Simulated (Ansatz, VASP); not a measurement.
# Zr23Si7O60 (glassy 77ZrO2-23SiO2 (mol %)): VASP beside Ansatz, part 4 of 4

One calculation is typed for both programs; each brings its own data sets. How far apart do they land? The cell is taken from a series of runs on this material, whose earlier steps may have relaxed, scaled, displaced or heated it; both programs get it as it stands.

VASP 6.6.1 and Ansatz 0.2.0.

So far. Step 5 (VASP: single point, PBEsol, pair 2): The run ends at a pressure of -1.26 GPa, with forces up to 0.10 eV/Å.

## 9. VASP: single point, PBEsol, pair 3

Level of this step: PBEsol; plane waves and PAW (Zr_sv, Si, O) (VASP).

The same cell, functional and mesh now go to VASP, with its own data sets.

Contents of INCAR:

```
SYSTEM = Zr23Si7O60
PREC = Accurate
ENCUT = 600
EDIFF = 1E-06
NELM = 120
ISMEAR = 0
SIGMA = 0.01
LREAL = Auto
ALGO = Normal
GGA = PS
NBANDS = 400
LASPH = .TRUE.
LORBIT = 11
LWAVE = .FALSE.
LCHARG = .FALSE.
ISIF = 2
GGA_COMPAT = .FALSE.
EFERMI = MIDGAP
NCORE = 2
```

Contents of POSCAR:

```
Zr23Si7O60
1.0
   10.5509100000      0.0000000000      0.0000000000
    0.0000000000     10.5509100000      0.0000000000
    0.0000000000      0.0000000000     10.5509100000
Zr Si O
23 7 60
Direct
    0.1266000000      0.6767500000      0.1910200000
    0.9727700000      0.2020800000      0.3239600000
    0.2757800000      0.5159700000      0.4960000000
    0.4288000000      0.6642400000      0.2746200000
    0.0771800000      0.9939900000      0.1114800000
    0.6416000000      0.5854600000      0.5190600000
    0.3895000000      0.6319100000      0.7548800000
    0.9349800000      0.3519100000      0.6235500000
    0.9229500000      0.6916900000      0.6151500000
    0.9377100000      0.7522900000      0.9469700000
    0.6636500000      0.8147300000      0.7432300000
    0.3463200000      0.4251300000      0.0590300000
    0.3864900000      0.8499100000      0.9939600000
    0.4587800000      0.9307600000      0.5112500000
    0.7851800000      0.0366700000      0.5542200000
    0.1888100000      0.8642400000      0.6894000000
    0.8158700000      0.6045700000      0.2722600000
    0.4664400000      0.1035700000      0.7614000000
    0.0433600000      0.4045000000      0.0356000000
    0.5989100000      0.6130900000      0.9991700000
    0.9766400000      0.1380700000      0.8431500000
    0.7759500000      0.3503800000      0.0299100000
    0.6472600000      0.8633000000      0.2575400000
    0.4150800000      0.2225600000      0.4341900000
    0.2248000000      0.3336800000      0.7731200000
    0.0931000000      0.9193600000      0.4310800000
    0.6317600000      0.4006200000      0.7442000000
    0.6850100000      0.3045800000      0.3366000000
    0.2981000000      0.1272900000      0.1957300000
    0.8063200000      0.0407300000      0.0670700000
    0.7427400000      0.6527800000      0.6847400000
    0.9788500000      0.0293000000      0.4436900000
    0.0138600000      0.3196200000      0.4593900000
    0.7975400000      0.1577900000      0.9673000000
    0.6215300000      0.9980200000      0.6719900000
    0.8631800000      0.1641100000      0.6746500000
    0.3078100000      0.7206600000      0.1272300000
    0.5179300000      0.7414000000      0.8594500000
    0.4516900000      0.5529400000      0.4480500000
    0.9382100000      0.3223700000      0.1738200000
    0.4423000000      0.1266700000      0.5521400000
    0.2854700000      0.9961000000      0.1108400000
    0.6232500000      0.6755600000      0.3314900000
    0.3874600000      0.1163300000      0.3213400000
    0.0178200000      0.7459400000      0.7824000000
    0.0004800000      0.5942300000      0.0362200000
    0.2737400000      0.6814700000      0.6130100000
    0.8114200000      0.7832100000      0.2054700000
    0.0057900000      0.5235800000      0.6263000000
    0.5407600000      0.7583800000      0.5969100000
    0.4286700000      0.5276400000      0.9167300000
    0.0885200000      0.2748700000      0.7248100000
    0.6709600000      0.4500700000      0.8884100000
    0.9063500000      0.9538600000      0.9768400000
    0.2036100000      0.3936100000      0.9156900000
    0.8287600000      0.8798700000      0.6451600000
    0.4708500000      0.9993700000      0.9180600000
    0.5376600000      0.7697900000      0.1086600000
    0.3063100000      0.3290000000      0.4495100000
    0.7278900000      0.4492600000      0.3762300000
    0.3202800000      0.2164500000      0.7866500000
    0.7451600000      0.4097000000      0.6366500000
    0.9972400000      0.5920100000      0.2970100000
    0.0805600000      0.1517500000      0.9990100000
    0.3481700000      0.2460200000      0.1140300000
    0.0917400000      0.8168600000      0.0492000000
    0.1486900000      0.1381600000      0.2480600000
    0.1951300000      0.4839700000      0.1461300000
    0.6503900000      0.9638500000      0.4254500000
    0.4853100000      0.5214700000      0.1502700000
    0.2451000000      0.6305700000      0.3476000000
    0.0972400000      0.8699500000      0.2840100000
    0.2773400000      0.4541000000      0.6903400000
    0.7861600000      0.2012800000      0.4029400000
    0.6737300000      0.9919200000      0.1191100000
    0.7481000000      0.7415800000      0.9174400000
    0.9054900000      0.0620800000      0.1874200000
    0.7419300000      0.5342100000      0.1029200000
    0.5807000000      0.2585700000      0.7624200000
    0.6805200000      0.2820700000      0.1854700000
    0.0537100000      0.8085500000      0.5344400000
    0.8135900000      0.6616400000      0.4620200000
    0.5482600000      0.2912300000      0.4041000000
    0.4499900000      0.8467200000      0.3393500000
    0.2799300000      0.7732100000      0.8510200000
    0.9259300000      0.3414100000      0.8912000000
    0.2318500000      0.9480300000      0.4960900000
    0.5348700000      0.5076900000      0.6823300000
    0.3710400000      0.9372900000      0.6869300000
    0.0889000000      0.0015300000      0.7675800000
```

Contents of KPOINTS:

```
Automatic mesh
0
Gamma
1 1 1
0 0 0
```

Potentials, in the order of the species: Zr_sv, Si and O (PBE family, release 64).

On the command line:

```
mpirun -np 8 vasp_gam
```

Numbers of over 12 decimals in the logs are rounded to 6 here.

Output:

```text
[... set-up lines as in an earlier step ...]
 entering main loop
       N       E                     dE             d eps       ncg     rms          rms(c)
DAV:   1     0.925193815768E+04    0.92519E+04   -0.44766E+05   800   0.195E+03
DAV:   2    -0.183226535501E+02   -0.92703E+04   -0.89072E+04   944   0.532E+02
DAV:   3    -0.934568544529E+03   -0.91625E+03   -0.91080E+03   960   0.165E+02
DAV:   4    -0.993835366334E+03   -0.59267E+02   -0.59185E+02  1432   0.355E+01
[...]
DAV:  17    -0.848166488381E+03   -0.76051E-05   -0.17690E-05   848   0.873E-03    0.722E-03
DAV:  18    -0.848166489706E+03   -0.13247E-05   -0.59064E-06   792   0.491E-03    0.249E-03
DAV:  19    -0.848166489558E+03    0.14797E-06   -0.97166E-07   560   0.210E-03
   1 F= -.84816649E+03 E0= -.84816649E+03  d E =0.000000E+00
```

Parts of OUTCAR (step 9):

```text
  Total        0.5675516    -17.1876954    -14.7428208      7.7652715      4.4138224     12.8651101
  in kB        0.7741875    -23.4454447    -20.1104327     10.5924755      6.0208205     17.5490792
  external PRESSURE =     -14.2605633 kB  Pullay stress =       0.0000000 kB

 POSITION                                       TOTAL-FORCE (eV/Angst)
 -----------------------------------------------------------------------------------
      1.33575      7.14033      2.01543         0.337035      0.474738      0.393858
     10.26361      2.13213      3.41807         0.325873     -0.726248      0.797394
      2.90973      5.44395      5.23325        -0.042593     -0.027332      0.054254
      4.52423      7.00834      2.89749        -0.032968      0.194707      0.239153
      0.81432     10.48750      1.17622         0.197263     -0.282572      0.167512
      6.76946      6.17714      5.47656        -0.157399      0.107609      0.075087
      4.10958      6.66723      7.96467        -0.057746      0.163311     -0.211399
      9.86489      3.71297      6.57902        -0.043002      0.117707     -0.346105
      9.73796      7.29796      6.49039        -0.022015      0.168744     -0.075802
      9.89369      7.93734      9.99140        -0.195406      0.550752     -0.387507
[...]
0.98229      9.70008      4.54829         0.101305     -0.030563      0.084059
      6.66564      4.22691      7.85199        -0.272576     -0.133024     -0.571227
      7.22748      3.21360      3.55144        -0.206302      0.080350      1.030918
[...]
-----------------------------------------------------------------------------------
    total drift:                                0.001637     -0.016033     -0.003075

  FREE ENERGIE OF THE ION-ELECTRON SYSTEM (eV)
  ---------------------------------------------------
  free  energy   TOTEN  =      -848.1664895578 eV

  energy  without entropy=     -848.1664895578  energy(sigma->0) =     -848.16648956

[... 2 parts as in an earlier step ...]

[... 1 further part left out ...]
[key lines of the parts left out:]
E-fermi :   5.0598
```

The run ends at a pressure of -1.43 GPa, with forces up to 2.7 eV/Å.

## 10. Side by side

The two programs side by side:

```csv
quantity,Ansatz,VASP,difference
pressure (GPa),-1.72,-1.43,-0.30
gap on the k mesh (eV),2.172,2.161,+0.012
```

Forces on 10 of the 90 atoms, those with the largest forces and the largest differences (eV/Å; atoms numbered as in POSCAR):

```csv
atom,"Ansatz x, y, z","VASP x, y, z"
Zr3,"0.045, 0.005, 0.012","-0.043, -0.027, 0.054"
Zr19,"2.580, 0.602, -0.330","2.608, 0.603, -0.336"
Zr22,"-2.380, -1.015, 0.400","-2.395, -1.016, 0.387"
O40,"-0.415, 1.130, -1.476","-0.445, 1.123, -1.454"
O46,"-0.172, -1.298, -0.027","-0.172, -1.305, -0.016"
O75,"0.120, 0.173, -0.136","0.031, 0.157, -0.117"
O78,"0.663, -1.048, -0.340","0.684, -1.054, -0.328"
O80,"0.577, 0.305, -1.306","0.571, 0.285, -1.374"
O86,"0.036, 1.234, 1.499","0.032, 1.229, 1.447"
O87,"-0.053, 0.006, 0.001","0.042, 0.028, 0.023"
```

The forces differ by 30 meV/Å r.m.s., which is 7.6 % of the r.m.s. force of 0.398 eV/Å (both taken over all components). A gap on the mesh is an upper bound, since the band edges may lie between its points.

## 11. Summary of results

* r.m.s. force difference (single point, PBEsol, pair 1): 3.7 % of the r.m.s. force
* r.m.s. force difference (single point, PBEsol, pair 2): 31 meV/Å
* r.m.s. force difference (single point, PBEsol, pair 3): 7.6 % of the r.m.s. force

In words: The r.m.s. force difference is 31 meV/Å (single point, PBEsol, pair 2), beyond the 12 meV/Å picked in this series as the mark of a large difference. What causes the difference of the single point, PBEsol, pair 1 pair stays open here. What causes the difference of the single point, PBEsol, pair 2 pair stays open here. What causes the difference of the single point, PBEsol, pair 3 pair stays open here. Such differences can come from data sets, numerical settings and the points named under the comparisons, not from the functional's error against experiment.

[Lines on the potential files, build, host, timing and source positions are cut from VASP's logs without a mark.]

[Logs are printed without paths, hosts, clocks, repeated set-up lines and the standing remarks that a program may print on its own settings, such as how far it seeks lower states.]

[Hosts, paths, dates, database ids (printed as entryN), source tags and the programs' standing remarks are cut or masked in the printed files.]
